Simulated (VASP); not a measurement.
Here is the system:

```yaml
crystal:
  lattice:
    - [1.57412, -2.72645, 0.00000]
    - [1.57412, 2.72645, 0.00000]
    - [0.00000, 0.00000, 3.55421]
  atoms:
    - { symbol: Zr, position: [0.00000, 0.00000, 0.00000] }
    - { symbol: B, position: [0.33333, 0.66667, 0.50000] }
    - { symbol: B, position: [0.66667, 0.33333, 0.50000] }
```

Level of theory: MS2 meta-GGA, VASP's PBE PAW potentials (set 64) (plane waves; VASP). Run with 520 eV cut-off, 13×13×10 Γ-centred mesh, tetrahedra with Blöchl corrections, potentials Zr_sv B.

### Question
Estimate the energy per atom (σ→0), band gap (over mesh and band path) with the smallest direct gap where there is one.

### Answer

```
Quantity                                                              Result
----------------------------------  ----------------------------------------
band gap (over mesh and band path)  none (metal, semimetal or under 0.01 eV)
energy per atom (σ→0)                                         -9.360 eV/atom
```

The absolute energy has meaning only against runs of the same code, potentials and settings.

The compound is ZrB2 in the AlB2 type structure. It was relaxed first.
